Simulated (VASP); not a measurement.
```
CELL_PARAMETERS angstrom
      3.99603     0.00000     0.00000
      0.00000     3.99603     0.00000
      0.00000     0.00000     3.99603
ATOMIC_POSITIONS crystal
  K  0.00000 0.00000 0.00000
  Mg 0.50000 0.50000 0.50000
  F  0.50000 0.00000 0.50000
  F  0.00000 0.50000 0.50000
  F  0.50000 0.50000 0.00000
```

All values below come from optB88-vdW, VASP's PBE PAW potentials (set 64) (plane waves; VASP 6.6.1). Settings: 520 eV cut-off, Gaussian smearing of 0.050 eV, potentials K_sv Mg F.

Question: What does the run give for the band gap (along the path) with the smallest direct gap where there is one?

Answer: 
The band gap (along the path) comes out as 7.34 eV and the smallest direct gap (along the path) is 7.65 eV.

The compound is KMgF3 in the cubic perovskite structure. It was relaxed first.
